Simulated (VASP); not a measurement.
# TiOs (space group Pm-3m): computed properties

All values below come from PBEsol GGA, VASP's PBE PAW potentials (set 64) (plane waves; VASP).

```
Quantity                                                               Value
----------------------------------  ----------------------------------------
space group                                                      Pm-3m (221)
cell                                a = b = c = 3.0597 Å, α = β = γ = 90.00°
volume per atom                                                14.32 Å³/atom
band gap (over mesh and band path)  none (metal, semimetal or under 0.01 eV)
Hill bulk modulus                                                    271 GPa
Hill shear modulus                                                   141 GPa
Poisson's ratio                                                        0.278
band gap with spin-orbit coupling                            none (metallic)
density                                                          13.80 g/cm³
optical Γ-point spectrum                                       235 (×3) cm⁻¹
C11                                                                  499 GPa
C12                                                                  157 GPa
C44                                                                  124 GPa
```

```cif
data_OsTi
_chemical_formula_sum 'Os1 Ti1'
_space_group_name_H-M_alt 'P 1'
_space_group_IT_number 1
_cell_length_a 3.05968
_cell_length_b 3.05968
_cell_length_c 3.05968
_cell_angle_alpha 90.000
_cell_angle_beta 90.000
_cell_angle_gamma 90.000
loop_
_space_group_symop_operation_xyz
  'x, y, z'
loop_
_atom_site_label
_atom_site_type_symbol
_atom_site_fract_x
_atom_site_fract_y
_atom_site_fract_z
_atom_site_occupancy
Os1 Os 0.00000 0.00000 0.00000 1
Ti1 Ti 0.50000 0.50000 0.50000 1
```

Finite-difference elastic constants of metals are sensitive to mesh and smearing; shear constants can be off by tens of GPa. Unless said otherwise, spin-orbit coupling is left out, though it shifts the bands of the heavy elements here.

The structure comes from a measured TiOs entry (Pm-3m) of the Crystallography Open Database, whose conditions weren't checked. It was relaxed first. Symmetry was kept, so distortions that lower it aren't found.
